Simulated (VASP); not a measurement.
CsPbBr3 (cubic perovskite): the LDA highest Γ mode (no LO-TO splitting) against the volume, with the cell scaled uniformly; LDA's own equilibrium is at 38.601 Å³/atom. VASP (PAW), 400 eV cut-off, 5×5×5 Γ-centred mesh, Gaussian smearing of 0.010 eV, potentials Cs_sv Pb_d Br.   Fit ln ω as a straight line in ln V.

| V (Å³/atom) | ln(ω/cm⁻¹) |
|---|---|
| 35.127 | 5.0985 |
| 36.285 | 5.0016 |
| 37.443 | 4.8979 |
| 38.601 | 4.7840 |
| 39.759 | 4.6552 |
| 40.917 | 4.5139 |

### Question
Fit the rows as the text says and predict the value at 33.969.

### Answer
The slope is -3.81, a mode Grüneisen parameter of 3.81. The line misses the rows by up to 0.0265 and gives 5.2495 at 33.969. The run gave 5.1890, -0.0605 from the line, so the form doesn't hold that far.

Left out are failed runs and those whose mesh is unfit for this quantity.

The compound is CsPbBr3 in the cubic perovskite structure, the ideal cubic form; the compound distorts at low or room temperature.
